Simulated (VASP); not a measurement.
OSZICAR of a VASP run on HfN (rock salt):

OSZICAR:
```
       N       E                     dE             d eps       ncg     rms          rms(c)
DAV:   1     0.446559280101E+02    0.44656E+02   -0.82568E+03  1584   0.127E+03
DAV:   2    -0.183140784296E+02   -0.62970E+02   -0.59746E+02  2201   0.254E+02
DAV:   3    -0.207873970595E+02   -0.24733E+01   -0.24421E+01  2079   0.431E+01
DAV:   4    -0.208104395526E+02   -0.23042E-01   -0.23010E-01  1951   0.408E+00
DAV:   5    -0.208107628465E+02   -0.32329E-03   -0.32311E-03  2133   0.386E-01    0.395E+01
DAV:   6    -0.167490270212E+02    0.40617E+01   -0.24670E+01  1850   0.337E+01    0.364E+01
DAV:   7    -0.166540708979E+02    0.94956E-01   -0.11334E+00  1799   0.940E+00    0.268E+01
DAV:   8    -0.166685498649E+02   -0.14479E-01   -0.45215E-01  1839   0.566E+00    0.117E+01
DAV:   9    -0.166278864151E+02    0.40663E-01   -0.21812E-01  1895   0.307E+00    0.106E+00
DAV:  10    -0.166280187818E+02   -0.13237E-03   -0.43588E-03  1781   0.639E-01    0.619E-01
DAV:  11    -0.166280500637E+02   -0.31282E-04   -0.87509E-04  1894   0.249E-01    0.453E-02
DAV:  12    -0.166280518922E+02   -0.18284E-05   -0.28366E-05  1902   0.577E-02    0.779E-02
DAV:  13    -0.166280529150E+02   -0.10228E-05   -0.15901E-05  2144   0.338E-02    0.412E-03
DAV:  14    -0.166280532005E+02   -0.28551E-06   -0.80629E-07  1077   0.983E-03
   1 F= -.16628053E+02 E0= -.16628282E+02  d E =-.166281E+02
```

**Question.** Which electronic solver shows in the log?

**Answer.** It is blocked Davidson (ALGO = Normal, or the opening steps of other solvers). The INCAR had ALGO = Normal.

**Question.** Can the final energy be trusted as converged?

**Answer.** Self-consistency was reached. It stopped with EDIFF = 1E-6, NELM = 100, NSW = 60 and EDIFFG = -0.01 after 1 ionic step (vdW-DF2, plane waves, VASP's PBE PAW potentials (set 64)).

The compound is HfN in the rock salt structure. It was relaxed first, which changed the volume by +7 %. The start is the result of an earlier pass. The electron count is odd and the run is not spin-polarised, which forces a metal.
